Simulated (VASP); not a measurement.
# Sn2GeO3 (P-3m1) in VASP: notebook

Runs on Sn2GeO3. Level: PBE. Tasks: relaxation of cell and atoms.

Program: VASP 6.6.1. These are calculated values, not measurements. Logs are shortened: lines on timing, memory, paths and dates and some standing lists are left out, and cuts for length are marked.

## (1) The crystal as given

The structure is trigonal, space group P-3m1 (No. 164). The conventional cell has a = 4.402 Å, b = 4.402 Å, c = 6.074 Å, α = 90.00°, β = 90.00°, γ = 120.00°. Sn (site symmetry 3m) has 3 O at 1.83 Å as nearest neighbours. Ge (site symmetry -3m) is surrounded by 6 O at 2.20 Å. O (site symmetry 2/m) is surrounded by 2 Sn at 1.83 Å.

The cell was built by a generator and needn't be a form met in nature.

## (2) Relaxation of cell and atoms, PBE

INCAR reads:

```
PREC = Normal ; ENCUT = 520
EDIFF = 1E-4 ; ISMEAR = 0
SIGMA = 0.15 ; LREAL = False
LASPH = True ; NELM = 60
ALGO = Fast ; ISIF = 3
LWAVE = False ; LCHARG = False
GGA = PE ; IBRION = 2
NSW = 24 ; EDIFFG = -0.08
KPAR = 2
```

KPOINTS reads:

```
regular mesh
0
Gamma
  4 4 3
```

POSCAR reads:

```
Sn2GeO3
1.0
    4.4022338300      0.0000000000      0.0000000000
   -2.2011169200      3.8124463300      0.0000000000
    0.0000000000      0.0000000000      6.0738445600
Sn Ge O
2 1 3
Direct
    0.3333333300      0.6666666700      0.7836853000
    0.6666666700      0.3333333300      0.2163147000
    0.0000000000      0.0000000000      0.0000000000
    0.5000000000      0.0000000000      0.0000000000
    0.0000000000      0.5000000000      0.0000000000
    0.5000000000      0.5000000000      0.0000000000
```

Potentials or basis: VASP PAW PBE potentials, release 64 (Sn_d, Ge_d, O).

Launch:

```console
> cat potpaw_PBE.64/Sn_d/POTCAR potpaw_PBE.64/Ge_d/POTCAR potpaw_PBE.64/O/POTCAR > POTCAR
> mpirun -np 2 vasp_std > vasp.out
```

OUTCAR:

```text
PREC = Normal
   ENCUT = 520
   EDIFF = 1E-4
   ISMEAR = 0
   LREAL = False
   LASPH = True
   NELM = 60
   ISIF = 3
   GGA = PE
   IBRION = 2
   NSW = 24
   EDIFFG = -0.08

 ion  position               nearest neighbor table
   1  0.333  0.667  0.784-   5 1.83   4 1.83   6 1.83   3 2.86   3 2.86   3 2.86   2 3.66   2 3.66
                             2 3.66
   2  0.667  0.333  0.216-   5 1.83   4 1.83   6 1.83   3 2.86   3 2.86   3 2.86   1 3.66   1 3.66
                             1 3.66
   3  0.000  0.000  0.000-   6 2.20   6 2.20   4 2.20   4 2.20   5 2.20   5 2.20   1 2.86   2 2.86
                             2 2.86   1 2.86   1 2.86   2 2.86
   4  0.500  0.000  0.000-   1 1.83   2 1.83   3 2.20   3 2.20
   5  0.000  0.500  0.000-   1 1.83   2 1.83   3 2.20   3 2.20
   6  0.500  0.500  0.000-   1 1.83   2 1.83   3 2.20   3 2.20

  LATTYP: Found a hexagonal cell.
 ALAT       =     4.4022338300
 C/A-ratio  =     1.3797187507

  Lattice vectors:

 A1 = (   4.4022338300,   0.0000000000,   0.0000000000)
 A2 = (  -2.2011169200,   3.8124463300,   0.0000000000)
 A3 = (   0.0000000000,   0.0000000000,   6.0738445600)

Analysis of symmetry for initial positions (statically):
=====================================================================
 Subroutine PRICEL returns:
 Original cell was already a primitive cell.

 Routine SETGRP: Setting up the symmetry group for a
 hexagonal supercell.

 Subroutine GETGRP returns: Found 12 space group operations
 (whereof 12 operations were pure point group operations)
 out of a pool of 24 trial point group operations.

The static configuration has the point symmetry D_3d.

Analysis of symmetry for dynamics (positions and initial velocities):
=====================================================================
 Subroutine PRICEL returns:
 Original cell was already a primitive cell.

 Routine SETGRP: Setting up the symmetry group for a
 hexagonal supercell.

 Subroutine GETGRP returns: Found 12 space group operations
 (whereof 12 operations were pure point group operations)
 out of a pool of 24 trial point group operations.

The dynamic configuration has the point symmetry D_3d.

 Subroutine INISYM returns: Found 12 space group operations
 (whereof 12 operations are pure point group operations),
 and found     1 'primitive' translations

----------------------------------------------------------------------------------------

                                     Primitive cell

  volume of cell :     101.9390

  direct lattice vectors                    reciprocal lattice vectors
     4.402233830  0.000000000  0.000000000     0.227157402  0.131149388  0.000000000
    -2.201116920  3.812446330  0.000000000     0.000000000  0.262298774  0.000000000
     0.000000000  0.000000000  6.073844560     0.000000000  0.000000000  0.164640367

  length of vectors
     4.402233830  4.402233832  6.073844560     0.262298775  0.262298774  0.164640367

  position of ions in fractional coordinates (direct lattice)
     0.333333330  0.666666670  0.783685300
     0.666666670  0.333333330  0.216314700
     0.000000000  0.000000000  0.000000000
     0.500000000  0.000000000  0.000000000
     0.000000000  0.500000000  0.000000000
     0.500000000  0.500000000  0.000000000

  ion indices of the primitive-cell ions
   primitive index   ion index
                 1           1
                 2           2
                 3           3
                 4           4
                 5           5
                 6           6

----------------------------------------------------------------------------------------

 KPOINTS: regular mesh

Automatic generation of k-mesh.
 Grid dimensions read from file:
 generate k-points for:    4    4    3

 Generating k-lattice:

  Cartesian coordinates                     Fractional coordinates (reciprocal lattice)
     0.056789351  0.032787347  0.000000000     0.250000000  0.000000000  0.000000000
     0.000000000  0.065574694  0.000000000     0.000000000  0.250000000  0.000000000
     0.000000000  0.000000000  0.054880122     0.000000000  0.000000000  0.333333333

  Length of vectors
[... 23 lines left out ...]
   total plane-waves  NPLWV =  28224
   dimension x,y,z NGX =    28 NGY =   28 NGZ =   36
   dimension x,y,z NGXF=    56 NGYF=   56 NGZF=   72
   ions per type =               2   1   3
   NGX,Y,Z   is equivalent  to a cutoff of  10.57, 10.57,  9.85 a.u.
   NGXF,Y,Z  is equivalent  to a cutoff of  21.15, 21.15, 19.71 a.u.
 SYSTEM =  unknown system
   PREC   = normal    normal or accurate (medium, high low for compatibility)
   ISTART =      0    job   : 0-new  1-cont  2-samecut
   ICHARG =      2    charge: 1-file 2-atom 10-const
   ISPIN  =      1    spin polarized calculation?
   LNONCOLLINEAR =      F non collinear calculations
   LSORBIT =      F    spin-orbit coupling
   LASPH  =      T    aspherical Exc in radial PAW
   ENCUT  =  520.0 eV  38.22 Ry    6.18 a.u.   8.19  8.19 11.29*2*pi/ulx,y,z
   NELM   =     60;   NELMIN=  2; NELMDL= -5     # of ELM steps
   EDIFF  = 0.1E-03   stopping-criterion for ELM
   LREAL  =      F    real-space projection
   EDIFFG = -.8E-01   stopping-criterion for IOM
   NSW    =     24    number of steps for IOM
   IBRION =      2    ionic relax: 0-MD 1-quasi-New 2-CG
   NFREE  =      1    steps in history (QN), initial steepest desc. (CG)
   ISIF   =      3    stress and relaxation
   ISYM   =      2    0-nonsym 1-usesym 2-fastsym
   POTIM  = 0.5000    time-step for ionic-motion
   TEBEG  =    0.0;   TEEND  =   0.0 temperature during run
   PSTRESS=    0.0 pullay stress
   NELECT =      60.0000    total number of electrons
   NUPDOWN=      -1.0000    fix difference up-down
   EMIN   =  10.00;   EMAX   =-10.00  energy-range for DOS
   EFERMI =   0.00;   METHOD = LEGACY
   ISMEAR =     0;   SIGMA  =   0.15  broadening in eV -4-tet -1-fermi 0-gaus
   EFERMI_NEDOS =   21; number of points for ismear=-14 and -15
   IALGO  =     68    algorithm
   IMIX   =      4    mixing-type and parameters
     AMIX     =   0.40;   BMIX     =  1.00
     AMIX_MAG =   1.60;   BMIX_MAG =  1.00
  volume/ion in A,a.u.               =      16.99       114.65
  Fermi-wavevector in a.u.,A,eV,Ry     =   1.371971  2.592650 25.610323  1.882306
  Thomas-Fermi vector in A             =   2.497620
   LORBIT       =      0    0 simple, 1 ext, 2 COOP (PROOUT), +10 PAW based schemes
   GGA     = PE    functional components
   LHFCALC =     F    Hartree Fock is set to
   AEXX    =    0.0000 exact exchange contribution
   IVDW    =     0    specifies the selected vdW correction
   LEPSILON=     F    determine dielectric tensor
   LRPA    =     F    only Hartree local field effects (RPA)
 conjugate gradient relaxation of ions
 non-spin polarized calculation
 RMM-DIIS sequential band-by-band and
 Gauss-broadening in eV      SIGMA  =   0.15
  energy-cutoff  :      520.00
  volume of cell :      101.94
 maximum number of plane-waves:      2764
   NGX = 17   NGY = 17   NGZ = 23

--------------------------------------- Ionic step        1  -------------------------------------------

 number of electron      59.9999916 magnetization

 Free energy of the ion-electron system (eV)
  ---------------------------------------------------
  ext. energy  EPLUGINS =         0.00000000
  ---------------------------------------------------
  free energy    TOTEN  =       -21.97180864 eV

  energy without entropy =      -21.88931342  energy(sigma->0) =      -21.93056103

------------------------ aborting loop because EDIFF is reached ----------------------------------------

  FORCE on cell =-STRESS in cart. coord.  units (eV):
  Direction    XX          YY          ZZ          XY          YZ          ZX
  --------------------------------------------------------------------------------------
  -------------------------------------------------------------------------------------
  Total       40.8024550     40.8024550     32.5779693     -0.0000001      0.0000000      0.0000000
  in kB      641.2927910    641.2927910    512.0284269     -0.0000008      0.0000000      0.0000000
  external PRESSURE =     598.2046696 kB  Pullay stress =       0.0000000 kB
[... 27 lines left out ...]
--------------------------------------- Ionic step        2  -------------------------------------------

 number of electron      59.9999906 magnetization

------------------------ aborting loop EDIFF was not reached (unconverged)  ----------------------------

  FORCE on cell =-STRESS in cart. coord.  units (eV):
  Direction    XX          YY          ZZ          XY          YZ          ZX
  --------------------------------------------------------------------------------------
  -------------------------------------------------------------------------------------
  Total      -26.3365755    -26.3365755    -31.4555210      0.0000001      0.0000000      0.0000000
  in kB     -185.9723700   -185.9723700   -222.1191508      0.0000004      0.0000000      0.0000000
  external PRESSURE =    -198.0212970 kB  Pullay stress =       0.0000000 kB
[... 61 lines left out ...]
  FREE ENERGIE OF THE ION-ELECTRON SYSTEM (eV)
  ---------------------------------------------------
  free  energy   TOTEN  =        18.4655595248 eV

  energy  without entropy=       18.5557390960  energy(sigma->0) =       18.51064931

 E-fermi :   4.5269     XC(G=0):  -9.3454

 val. band max:        4.3655493417   @ k =   0.2500   0.2500   0.3333
 cond. band min:       4.5350713987   @ k =   0.2500   0.0000   0.0000
 fundamental gap:      0.1695220569
 Fermi energy:         4.5269491337

 k-point     1 :       0.0000    0.0000    0.0000
  band No.  band energies     occupation
      1     -19.9195      2.00000
      2     -19.9195      2.00000
      3     -19.8762      2.00000
      4     -19.8715      2.00000
      5     -19.8715      2.00000
      6     -16.9159      2.00000
[... 340 lines left out ...]
     35      26.3132      0.00000
     36      27.0884      0.00000

[... ionic steps 4 to 19 ...]

--------------------------------------- Ionic step       20  -------------------------------------------

 number of electron      59.9999801 magnetization

------------------------ aborting loop because EDIFF is reached ----------------------------------------
[... 75 lines left out ...]
--------------------------------------- Ionic step       22  -------------------------------------------

 number of electron      59.9999800 magnetization

 Free energy of the ion-electron system (eV)
  ---------------------------------------------------
  ext. energy  EPLUGINS =         0.00000000
  ---------------------------------------------------
  free energy    TOTEN  =       -29.66176696 eV

  energy without entropy =      -29.62155343  energy(sigma->0) =      -29.64166020

 E-fermi :   2.4466     XC(G=0):  -8.5043

 val. band max:        2.2252456170   @ k =   0.0000   0.2500   0.3333
 cond. band min:       2.4718134198   @ k =   0.2500   0.0000   0.0000
 fundamental gap:      0.2465678028
 Fermi energy:         2.4466482710

 k-point     1 :       0.0000    0.0000    0.0000
  band No.  band energies     occupation
      1     -23.0839      2.00000
      2     -23.0731      2.00000
      3     -23.0730      2.00000
      4     -23.0224      2.00000
      5     -23.0224      2.00000
      6     -18.1511      2.00000
[... 373 lines left out ...]
  FREE ENERGIE OF THE ION-ELECTRON SYSTEM (eV)
  ---------------------------------------------------
  free  energy   TOTEN  =       -29.6617669636 eV

  energy  without entropy=      -29.6215534328  energy(sigma->0) =      -29.64166020

 reached required accuracy - stopping structural energy minimisation
```

It took 5.1 min on 2 MPI ranks of Intel Xeon Platinum 8488C (Sapphire Rapids), shared host; peak memory 0.18 GiB.

What came out:

```
Free energy                            : -29.6618 eV
Relaxed volume                         : 23.12 Å³/atom
Relaxed cell                           : a = 5.373 Å, b = 5.373 Å, c = 5.548 Å, α = 90.00°, β = 90.00°, γ = 120.00°
Space group after relaxing (to 0.05 Å) : P-3m1 (No. 164)
Energy gained by relaxing              : 1281.7 meV/atom
Ionic steps                            : 22
Pressure after relaxing                : -0.3 GPa
Largest force after relaxing           : 0.026 eV/Å
Band gap on the k mesh                 : none (metal or under the smearing width)
```

Forces on the atoms (eV/Å):
```
Sn   0.000  0.000  0.026
Sn   0.000  0.000 -0.026
Ge   0.000  0.000  0.000
O    0.000  0.000  0.000
O    0.000  0.000  0.000
O    0.000  0.000  0.000
```

The path:
```
step  energy change (eV)  largest force (eV/Å)  pressure (GPa)  volume (Å³)
   1              0.0000               12.4245           59.82       101.94
   2              4.9406                3.4549          -19.80       226.89
   3             40.4374                4.3739           -6.37       139.92
   4              8.8274                2.7534            0.60       133.31
   5             -4.6607                1.9411            1.66       131.59
   6             -6.2479                1.9241            0.71       130.95
   7             -5.4721                1.8107           17.28       115.84
   8             -6.2482                1.7502            1.40       129.71
   9             -6.2501                1.5685            2.85       128.88
  10             -7.1111                1.3260            0.61       135.63
  11             -7.6285                0.5025           -2.93       146.61
  12             -7.6365                0.5784           -2.17       145.01
  13             -7.6326                0.8737            2.66       138.40
  14             -7.6721                0.0338            0.04       141.69
  15             -7.6722                0.1087            0.08       141.60
  16             -7.6766                0.0912            0.10       141.25
  17             -7.6814                0.1527           -0.24       140.61
  18             -7.6795                0.2959           -0.17       139.26
  19             -7.6824                0.2361            0.01       140.01
  20             -7.6859                0.0233           -0.99       139.72
  21             -7.6859                0.0288           -0.63       139.73
  22             -7.6900                0.0259           -0.26       138.69
```

Final structure:
```
CELL_PARAMETERS angstrom
5.37297 0.00000 0.00000
-2.68649 4.65313 0.00000
0.00000 0.00000 5.54754
ATOMIC_POSITIONS crystal
Sn 0.33333 0.66667 0.76430
Sn 0.66667 0.33333 0.23570
Ge 0.00000 0.00000 0.00000
O 0.50000 0.00000 0.00000
O 0.00000 0.50000 0.00000
O 0.50000 0.50000 0.00000
```

Levels at points of the mesh, in eV from the Fermi level:
```
           k point  band 27  band 28  band 29  band 30  band 31  band 32  band 33  band 34
(0.00, 0.00, 0.00)    -0.78    -0.25    -0.25     0.62     1.28     3.31     3.31     4.05
(0.50, 0.00, 0.00)    -1.72    -1.38    -0.85    -0.29     0.48     1.85     2.73     3.55
```

Caveat: the k mesh is coarse (spacing up to 0.41 Å⁻¹), so the values aren't converged; the volume moved by over 15 % at a fixed basis, so the end points are rough; the relaxation stopped at a loose force limit of 0.08 eV/Å, so its end isn't a converged minimum.

## (3) Relaxation of cell and atoms, PBE

This run uses another cell than the first one, of 15.88 Å³/atom, 0.935 times its volume.

INCAR is that of step 2.

KPOINTS reads:

```
regular mesh
0
Gamma
  4 4 2
```

POSCAR reads:

```
Sn2GeO3
1.0
    3.5163683600      0.0000000000      0.0000000000
    0.0000000000      3.5163683600      0.0000000000
    0.0000000000      0.0000000000      7.7065814600
Sn Ge O
2 1 3
Direct
    0.0000000000      0.5000000000      0.7340000300
    0.5000000000      0.0000000000      0.2659999700
    0.0000000000      0.0000000000      0.0000000000
    0.5000000000      0.5000000000      0.0000000000
    0.0000000000      0.5000000000      0.3820000000
    0.5000000000      0.0000000000      0.6180000000
```

Potentials or basis: VASP PAW PBE potentials, release 64 (Sn_d, Ge_d, O).

Launch:

```console
> cat potpaw_PBE.64/Sn_d/POTCAR potpaw_PBE.64/Ge_d/POTCAR potpaw_PBE.64/O/POTCAR > POTCAR
> mpirun -np 2 vasp_std > vasp.out
```

Wall time 2.9 min (2 MPI ranks of Intel Xeon Platinum 8488C (Sapphire Rapids), shared host); peak memory 0.17 GiB.

The run converged. Its results:

| Quantity | Value |
| --- | --- |
| Free energy | -32.3451 eV |
| Relaxed volume | 15.64 Å³/atom |
| Relaxed cell | a = 3.283 Å, b = 3.283 Å, c = 8.706 Å, α = 90.00°, β = 90.00°, γ = 90.00° |
| Space group after relaxing (to 0.05 Å) | P-4m2 (No. 115) |
| Energy gained by relaxing | 479.2 meV/atom |
| Ionic steps | 23 |
| Pressure after relaxing | -0.1 GPa |
| Largest force after relaxing | 0.041 eV/Å |
| Band gap on the k mesh | 0.16 eV, indirect (least direct gap 1.16 eV) |

Forces in eV/Å, atoms in the order of the input:
```
Sn   0.000  0.000  0.041
Sn   0.000  0.000 -0.041
Ge   0.000  0.000  0.000
O    0.000  0.000  0.000
O    0.000  0.000 -0.003
O    0.000  0.000  0.003
```

Stress tensor (GPa, compression positive):
```
-0.21  0.00  0.00
 0.00 -0.21  0.00
 0.00  0.00  0.14
```

Step by step:
```tsv
step	energy change (eV)	largest force (eV/Å)	pressure (GPa)	volume (Å³)
1	0.0000	4.2583	-7.95	95.29
2	-1.8594	2.3798	0.55	84.77
3	-2.0661	1.2604	8.61	80.65
4	-2.5427	0.9825	1.46	87.04
5	-2.6135	0.9834	-0.66	90.75
6	-2.6149	0.9838	-0.62	91.32
7	-2.7338	0.6626	-0.49	91.26
8	-2.8223	0.1579	0.28	91.16
9	-2.6980	1.5357	2.67	90.90
10	-2.8339	0.1362	0.66	91.12
11	-2.8343	0.2160	0.73	91.10
12	-2.8565	0.4709	-0.93	92.57
13	-2.8587	0.2871	-0.63	92.21
14	-2.8633	0.0690	1.27	91.33
15	-2.8661	0.1494	0.75	91.65
16	-2.8725	0.0838	0.72	92.68
17	-2.8731	0.1372	0.57	93.35
18	-2.8689	0.1381	-1.62	95.15
19	-2.8740	0.1165	-0.54	93.98
20	-2.8740	0.1228	0.26	93.80
21	-2.8740	0.1169	-0.46	93.91
22	-2.8740	0.1189	-0.25	93.86
23	-2.8753	0.0407	-0.10	93.85
```

Final structure:
```
Sn Ge O
1.0
     3.28327    0.00000    0.00000
     0.00000    3.28327    0.00000
     0.00000    0.00000    8.70597
Sn Ge O
2 1 3
Direct
  0.00000 0.50000 0.66287
  0.50000 0.00000 0.33713
  0.00000 0.00000 0.00000
  0.50000 0.50000 0.00000
  0.00000 0.50000 0.41056
  0.50000 0.00000 0.58944
```

Levels at points of the mesh, in eV from the valence-band top:
| k point | band 26 | band 27 | band 28 | band 29 | band 30 | band 31 | band 32 | band 33 | band 34 | band 35 |
| --- | --- | --- | --- | --- | --- | --- | --- | --- | --- | --- |
| (0.00, 0.00, 0.00) | -3.23 | -3.23 | -3.12 | -3.12 | -0.62 | 1.80 | 3.66 | 5.70 | 6.88 | 6.88 |
| (0.50, 0.00, 0.00) | -2.91 | -2.25 | -2.25 | -0.95 | 0.00 | 1.16 | 1.17 | 2.10 | 2.75 | 4.82 |
| (0.50, 0.50, 0.00) | -4.95 | -4.92 | -1.98 | -1.92 | -1.92 | 0.70 | 3.62 | 3.65 | 3.72 | 4.53 |
| (0.00, 0.00, 0.50) | -3.27 | -3.08 | -3.08 | -2.65 | -0.97 | 1.70 | 3.21 | 5.82 | 6.64 | 6.64 |
| (0.50, 0.00, 0.50) | -2.54 | -2.25 | -1.82 | -1.20 | -0.14 | 1.10 | 1.25 | 2.00 | 2.81 | 4.79 |
| (0.50, 0.50, 0.50) | -4.88 | -4.72 | -2.03 | -2.03 | -2.02 | 0.64 | 3.30 | 3.39 | 4.04 | 4.61 |

Caveat: the k mesh is coarse (spacing up to 0.45 Å⁻¹), so the values aren't converged; spin-orbit coupling is left out, which moves the levels of the heavy elements; the relaxation stopped at a loose force limit of 0.08 eV/Å, so its end isn't a converged minimum. PBE gaps usually lie below the measured ones, often by a third to a half.
